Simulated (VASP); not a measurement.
# BaMgTiO3 (Cm) in VASP: reference runs

Aim: a first look at BaMgTiO3 with PBE, on the cell as given and on a disturbed one.

All numbers are computed with VASP 6.6.1; they aren't measurements. Logs are shortened: lines on timing, memory, paths and dates and some standing lists are left out, and cuts for length are marked.

## 1. Starting point

Symmetry: Cm, No. 8, monoclinic system. The conventional cell has a = 8.489 Å, b = 6.245 Å, c = 4.729 Å, α = 90.00°, β = 111.82°, γ = 90.00°. Around Ba (site symmetry m) lie 3 O at 2.63 to 2.85 Å. Ti (site symmetry m) has 3 O at 1.82 Å as nearest neighbours. Mg (site symmetry m) is surrounded by 3 O at 1.97 to 1.98 Å. O (site symmetry m) is surrounded by 1 Ti at 1.82 Å and 1 Mg at 1.98 Å. O (site symmetry 1) has 1 Ti at 1.82 Å and 1 Mg at 1.97 Å as nearest neighbours.

The cell comes from a database or a generator and needn't be the stable form of this composition.

## 2. Single point, PBE

The input, INCAR:

```
SYSTEM = BaMgTiO3
PREC = Accurate
ENCUT = 520
EDIFF = 1E-7
ISMEAR = -1
SIGMA = 0.05
LREAL = .FALSE.
LASPH = .TRUE.
NELM = 80
ALGO = Normal
ISIF = 2
LWAVE = .FALSE.
LCHARG = .FALSE.
GGA = PE
NBANDS = 30
```

The input, KPOINTS:

```
regular mesh
0
G
  6 6 6
  0 0 0
```

The input, POSCAR:

```
BaMgTiO3
1.0
    4.2445705032     -3.1222515491      0.0000000000
    4.2445705032      3.1222515491      0.0000000000
   -1.7581766204      0.0000000000      4.3904501942
Ba Ti Mg O
1 1 1 3
Direct
    0.9565312800      0.9565312800      0.0323100200
    0.4146342500      0.4146342500      0.5901533400
    0.6529833500      0.6529833500      0.3215330500
    0.6255667300      0.6255667300      0.8867628800
    0.5695366900      0.0508477000      0.4846203600
    0.0508477000      0.5695366900      0.4846203600
```

Potentials or basis: VASP PAW PBE potentials, release 64 (Ba_sv, Ti_sv, Mg, O).

Started as:

```sh
cat potpaw_PBE.64/Ba_sv/POTCAR potpaw_PBE.64/Ti_sv/POTCAR potpaw_PBE.64/Mg/POTCAR potpaw_PBE.64/O/POTCAR > POTCAR
mpirun -np 1 vasp_std > vasp.out
```

OUTCAR:

```text
SYSTEM = BaMgTiO3
   PREC = Accurate
   ENCUT = 520
   EDIFF = 1E-7
   ISMEAR = -1
   LREAL = .FALSE.
   LASPH = .TRUE.
   NELM = 80
   ISIF = 2
   GGA = PE

 ion  position               nearest neighbor table
   1  0.957  0.957  0.032-   4 2.63   5 2.85   6 2.85   5 3.22   6 3.22   3 3.34   3 3.39   3 3.56
                             3 3.56   2 3.70   2 3.70   2 3.80
   2  0.415  0.415  0.590-   4 1.82   5 1.82   6 1.82   3 2.76   1 3.70   1 3.70   1 3.80
   3  0.653  0.653  0.322-   5 1.97   6 1.97   4 1.98   2 2.76   4 2.77   1 3.34   1 3.39   1 3.56
                             1 3.56
   4  0.626  0.626  0.887-   2 1.82   3 1.98   1 2.63   3 2.77
   5  0.570  0.051  0.485-   2 1.82   3 1.97   1 2.85   1 3.22
   6  0.051  0.570  0.485-   2 1.82   3 1.97   1 2.85   1 3.22

  LATTYP: Found a base centered monoclinic cell.
 ALAT       =     8.4891410064
 B/A-ratio  =     0.7355871570
 C/A-ratio  =     0.5571118953
 COS(beta)  =    -0.3717545750

  Lattice vectors:

 A1 = (   4.2445705032,  -3.1222515491,   0.0000000000)
 A2 = (   4.2445705032,   3.1222515491,   0.0000000000)
 A3 = (  -1.7581766204,   0.0000000000,   4.3904501942)

Analysis of symmetry for initial positions (statically):
=====================================================================
 Subroutine PRICEL returns:
 Original cell was already a primitive cell.

 Routine SETGRP: Setting up the symmetry group for a
 base centered monoclinic supercell.

 Subroutine GETGRP returns: Found  2 space group operations
 (whereof  2 operations were pure point group operations)
 out of a pool of  4 trial point group operations.

The static configuration has the point symmetry C_1h.

Analysis of symmetry for dynamics (positions and initial velocities):
=====================================================================
 Subroutine PRICEL returns:
 Original cell was already a primitive cell.

 Routine SETGRP: Setting up the symmetry group for a
 base centered monoclinic supercell.

 Subroutine GETGRP returns: Found  2 space group operations
 (whereof  2 operations were pure point group operations)
 out of a pool of  4 trial point group operations.

The dynamic configuration has the point symmetry C_1h.

 Subroutine INISYM returns: Found  2 space group operations
 (whereof  2 operations are pure point group operations),
 and found     1 'primitive' translations

----------------------------------------------------------------------------------------

                                     Primitive cell

  volume of cell :     116.3699

  direct lattice vectors                    reciprocal lattice vectors
     4.244570503 -3.122251549  0.000000000     0.117797549 -0.160140845  0.047172587
     4.244570503  3.122251549  0.000000000     0.117797549  0.160140845  0.047172587
    -1.758176620  0.000000000  4.390450194     0.000000000  0.000000000  0.227767075

  length of vectors
     5.269234621  5.269234621  4.729401435     0.204319861  0.204319861  0.227767075

  position of ions in fractional coordinates (direct lattice)
     0.956531280  0.956531280  0.032310020
     0.414634250  0.414634250  0.590153340
     0.652983350  0.652983350  0.321533050
     0.625566730  0.625566730  0.886762880
     0.569536690  0.050847700  0.484620360
     0.050847700  0.569536690  0.484620360

  ion indices of the primitive-cell ions
   primitive index   ion index
                 1           1
                 2           2
                 3           3
                 4           4
                 5           5
                 6           6

----------------------------------------------------------------------------------------

 KPOINTS: regular mesh

Automatic generation of k-mesh.
 Grid dimensions read from file:
 generate k-points for:    6    6    6

 Generating k-lattice:

  Cartesian coordinates                     Fractional coordinates (reciprocal lattice)
     0.019632925 -0.026690141  0.007862098     0.166666667  0.000000000  0.000000000
     0.019632925  0.026690141  0.007862098     0.000000000  0.166666667  0.000000000
     0.000000000  0.000000000  0.037961179     0.000000000  0.000000000  0.166666667

  Length of vectors
     0.034053310  0.034053310  0.037961179

  Shift w.r.t. Gamma in fractional coordinates (k-lattice)
     0.000000000  0.000000000  0.000000000

 Subroutine IBZKPT returns following result:
 ===========================================

 Found     68 irreducible k-points:

 Following reciprocal coordinates:
            Coordinates               Weight
  0.000000  0.000000  0.000000      1.000000
  0.166667  0.000000 -0.000000      4.000000
  0.333333 -0.000000 -0.000000      4.000000
  0.500000  0.000000 -0.000000      2.000000
  0.166667  0.166667 -0.000000      2.000000
  0.333333  0.166667 -0.000000      4.000000
[... 16 lines left out ...]
 -0.333333  0.166667  0.166667      4.000000
 -0.166667  0.166667  0.166667      4.000000
 [... further k-points ...]
   k-points           NKPTS =     68   k-points in BZ     NKDIM =     68   number of bands    NBANDS=     30
   number of dos      NEDOS =    301   number of ions     NIONS =      6
   total plane-waves  NPLWV =  57600
   dimension x,y,z NGX =    40 NGY =   40 NGZ =   36
   dimension x,y,z NGXF=    80 NGYF=   80 NGZF=   72
   ions per type =               1   1   1   3
   NGX,Y,Z   is equivalent  to a cutoff of  12.62, 12.62, 12.65 a.u.
   NGXF,Y,Z  is equivalent  to a cutoff of  25.24, 25.24, 25.31 a.u.
 SYSTEM =  BaMgTiO3
   PREC   = accura    normal or accurate (medium, high low for compatibility)
   ISTART =      0    job   : 0-new  1-cont  2-samecut
   ICHARG =      2    charge: 1-file 2-atom 10-const
   ISPIN  =      1    spin polarized calculation?
   LNONCOLLINEAR =      F non collinear calculations
   LSORBIT =      F    spin-orbit coupling
   LASPH  =      T    aspherical Exc in radial PAW
   ENCUT  =  520.0 eV  38.22 Ry    6.18 a.u.   9.80  9.80  8.79*2*pi/ulx,y,z
   NELM   =     80;   NELMIN=  2; NELMDL= -5     # of ELM steps
   EDIFF  = 0.1E-06   stopping-criterion for ELM
   LREAL  =      F    real-space projection
   EDIFFG = 0.1E-05   stopping-criterion for IOM
   NSW    =      0    number of steps for IOM
   IBRION =     -1    ionic relax: 0-MD 1-quasi-New 2-CG
   NFREE  =      0    steps in history (QN), initial steepest desc. (CG)
   ISIF   =      2    stress and relaxation
   ISYM   =      2    0-nonsym 1-usesym 2-fastsym
   POTIM  = 0.5000    time-step for ionic-motion
   TEBEG  =    0.0;   TEEND  =   0.0 temperature during run
   PSTRESS=    0.0 pullay stress
   NELECT =      42.0000    total number of electrons
   NUPDOWN=      -1.0000    fix difference up-down
   EMIN   =  10.00;   EMAX   =-10.00  energy-range for DOS
   EFERMI =   0.00;   METHOD = LEGACY
   ISMEAR =    -1;   SIGMA  =   0.05  broadening in eV -4-tet -1-fermi 0-gaus
   EFERMI_NEDOS =   21; number of points for ismear=-14 and -15
   IALGO  =     38    algorithm
   IMIX   =      4    mixing-type and parameters
     AMIX     =   0.40;   BMIX     =  1.00
     AMIX_MAG =   1.60;   BMIX_MAG =  1.00
  volume/ion in A,a.u.               =      19.39       130.88
  Fermi-wavevector in a.u.,A,eV,Ry     =   1.165586  2.202638 18.484753  1.358591
  Thomas-Fermi vector in A             =   2.302110
   LORBIT       =      0    0 simple, 1 ext, 2 COOP (PROOUT), +10 PAW based schemes
   GGA     = PE    functional components
   LHFCALC =     F    Hartree Fock is set to
   AEXX    =    0.0000 exact exchange contribution
   IVDW    =     0    specifies the selected vdW correction
   LEPSILON=     F    determine dielectric tensor
   LRPA    =     F    only Hartree local field effects (RPA)
 non-spin polarized calculation
  energy-cutoff  :      520.00
  volume of cell :      116.37
 maximum number of plane-waves:      3155
   NGX = 19   NGY = 19   NGZ = 17

 number of electron      41.9999990 magnetization

 Free energy of the ion-electron system (eV)
  ---------------------------------------------------
  ext. energy  EPLUGINS =         0.00000000
  ---------------------------------------------------
  free energy    TOTEN  =       -40.56589821 eV

  energy without entropy =      -40.56579462  energy(sigma->0) =      -40.56584642

 E-fermi :   3.9918     XC(G=0):  -8.8752

 val. band max:        3.6413975025   @ k =   0.3333   0.3333   0.5000
 cond. band min:       4.2930795377   @ k =   0.3333   0.3333   0.5000
 fundamental gap:      0.6516820352
 Fermi energy:         3.9917709155

 k-point     1 :       0.0000    0.0000    0.0000
  band No.  band energies     occupation
      1     -53.9258      2.00000
      2     -30.4401      2.00000
      3     -30.3941      2.00000
      4     -30.0391      2.00000
      5     -25.2172      2.00000
      6     -15.5098      2.00000
[... 22 lines left out ...]
     29       7.1205      0.00000
     30       7.3133      0.00000

 k-point     2 :       0.1667    0.0000   -0.0000
  band No.  band energies     occupation
      1     -53.9258      2.00000
      2     -30.4402      2.00000
      3     -30.3943      2.00000
      4     -30.0392      2.00000
      5     -25.2160      2.00000
      6     -15.4888      2.00000
[... 22 lines left out ...]
     29       7.1941      0.00000
     30       7.3495      0.00000

 k-point     3 :       0.3333   -0.0000   -0.0000
  band No.  band energies     occupation
      1     -53.9258      2.00000
      2     -30.4404      2.00000
      3     -30.3945      2.00000
      4     -30.0392      2.00000
      5     -25.2136      2.00000
      6     -15.4373      2.00000
[... 22 lines left out ...]
     29       7.2896      0.00000
     30       7.3957      0.00000

 k-point     4 :       0.5000    0.0000   -0.0000
  band No.  band energies     occupation
      1     -53.9258      2.00000
      2     -30.4405      2.00000
      3     -30.3947      2.00000
      4     -30.0392      2.00000
      5     -25.2124      2.00000
      6     -15.4040      2.00000
[... 22 lines left out ...]
     29       7.3139      0.00000
     30       7.4639      0.00000

 k-point     5 :       0.1667    0.1667   -0.0000
  band No.  band energies     occupation
      1     -53.9258      2.00000
      2     -30.4403      2.00000
      3     -30.3942      2.00000
      4     -30.0392      2.00000
      5     -25.2153      2.00000
      6     -15.4920      2.00000
[... 22 lines left out ...]
     29       7.0951      0.00000
     30       7.3846      0.00000
[... 526 lines left out ...]
     29       7.3503      0.00000
     30       7.5592      0.00000

 k-point    22 :       0.5000    0.1667    0.1667
  band No.  band energies     occupation
      1     -53.9258      2.00000
      2     -30.4406      2.00000
      3     -30.3946      2.00000
      4     -30.0395      2.00000
      5     -25.2095      2.00000
      6     -15.3111      2.00000
[... 22 lines left out ...]
     29       7.3073      0.00000
     30       7.4765      0.00000

 k-point    23 :      -0.3333    0.1667    0.1667
  band No.  band energies     occupation
      1     -53.9258      2.00000
      2     -30.4405      2.00000
      3     -30.3946      2.00000
      4     -30.0395      2.00000
      5     -25.2105      2.00000
      6     -15.3576      2.00000
[... 22 lines left out ...]
     29       7.1055      0.00000
     30       7.5363      0.00000

 k-point    24 :      -0.1667    0.1667    0.1667
  band No.  band energies     occupation
      1     -53.9258      2.00000
      2     -30.4403      2.00000
      3     -30.3944      2.00000
      4     -30.0395      2.00000
      5     -25.2122      2.00000
      6     -15.4232      2.00000
[... 22 lines left out ...]
     29       7.0443      0.00000
     30       7.5597      0.00000

 [... further k-points ...]

------------------------ aborting loop because EDIFF is reached ----------------------------------------

  FORCE on cell =-STRESS in cart. coord.  units (eV):
  Direction    XX          YY          ZZ          XY          YZ          ZX
  --------------------------------------------------------------------------------------
  -------------------------------------------------------------------------------------
  Total        1.7832128     -0.0256791      0.1710133      0.0000000      0.0000000     -0.7449452
  in kB       24.5512199     -0.3535488      2.3545057      0.0000000      0.0000000    -10.2563825
  external PRESSURE =       8.8507256 kB  Pullay stress =       0.0000000 kB

 VOLUME and BASIS-vectors are now :
 -----------------------------------------------------------------------------
  energy-cutoff  :      520.00
  volume of cell :      116.37
      direct lattice vectors                 reciprocal lattice vectors
     4.244570503 -3.122251549  0.000000000     0.117797549 -0.160140845  0.047172587
     4.244570503  3.122251549  0.000000000     0.117797549  0.160140845  0.047172587
    -1.758176620  0.000000000  4.390450194     0.000000000  0.000000000  0.227767075

 POSITION                                       TOTAL-FORCE (eV/Angst)
 -----------------------------------------------------------------------------------
      8.06332      0.00000      0.14186        -0.019948      0.000000      0.014097
      2.48229      0.00000      2.59104         0.024552      0.000000      0.019840
      4.97796      0.00000      1.41167         0.052748      0.000000     -0.012378
      3.75144      0.00000      3.89329        -0.060416      0.000000     -0.035070
      1.78122     -1.61948      2.12770         0.001531      0.049216      0.006756
      1.78122      1.61948      2.12770         0.001531     -0.049216      0.006756
 -----------------------------------------------------------------------------------
    total drift:                                0.000172     -0.000000      0.000035

  FREE ENERGIE OF THE ION-ELECTRON SYSTEM (eV)
  ---------------------------------------------------
  free  energy   TOTEN  =       -40.5658982126 eV

  energy  without entropy=      -40.5657946180  energy(sigma->0) =      -40.56584642
```

It took 2.7 min on 1 thread of Intel Xeon Platinum 8559C (Emerald Rapids), shared host; peak memory 0.39 GiB.

Results:

```yaml
Free_energy: -40.5659 eV
Pressure: 0.9 GPa
Largest_force: 0.070 eV/Å
Band_gap_on_the_k_mesh: 0.65 eV, direct
```

Forces in eV/Å, atoms in the order of the input:
```
Ba  -0.020  0.000  0.014
Ti   0.025  0.000  0.020
Mg   0.053  0.000 -0.012
O   -0.060  0.000 -0.035
O    0.002  0.049  0.007
O    0.002 -0.049  0.007
```

Caveat: spin-orbit coupling is left out, which moves the levels of the heavy elements. PBE gaps usually lie below the measured ones, often by a third to a half.

[end of part 1 of 2]
